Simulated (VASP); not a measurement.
A run of VASP 6.6.1:

INCAR

```
PREC = Accurate ; ENCUT = 600
EDIFF = 1E-6 ; ISMEAR = 1
SIGMA = 0.1 ; LREAL = False
LASPH = True ; NELM = 100
ALGO = Fast ; ISIF = 3
LWAVE = False ; LCHARG = False
GGA = PE ; IBRION = 2
NSW = 40 ; EDIFFG = -0.01
```

The input KPOINTS:

```
Automatic mesh
0
Gamma
  5 5 5
```

File POSCAR:

```
Tl3Ga3W
1.0
    5.6141900000      0.0000000000      0.0000000000
    0.0000000000      5.6141900000      0.0000000000
    0.0000000000      0.0000000000      5.6141900000
Tl Ga W
3 3 1
Direct
    0.5000000000      0.0000000000      0.0000000000
    0.0000000000      0.5000000000      0.0000000000
    0.0000000000      0.0000000000      0.5000000000
    0.0000000000      0.5000000000      0.5000000000
    0.5000000000      0.0000000000      0.5000000000
    0.5000000000      0.5000000000      0.0000000000
    0.5000000000      0.5000000000      0.5000000000
```

Potentials or basis: VASP PAW PBE potentials, release 64 (Tl_d, Ga_d, W_sv).

Run with:

```bash
$ cat potpaw_PBE.64/Tl_d/POTCAR potpaw_PBE.64/Ga_d/POTCAR potpaw_PBE.64/W_sv/POTCAR > POTCAR
$ mpirun -np 1 vasp_std > vasp.out
```

Hardware: 1 thread of Intel(R) Xeon(R) 6975P-C (Granite Rapids) (shared host).

Task: Estimate the wall time of this run.

Result: Run time: 2.7 min on 1 thread of Intel(R) Xeon(R) 6975P-C (Granite Rapids), with other jobs on the host, peak memory 0.4 GiB. Counts: scf iterations 25, k points 10, ion steps 2.
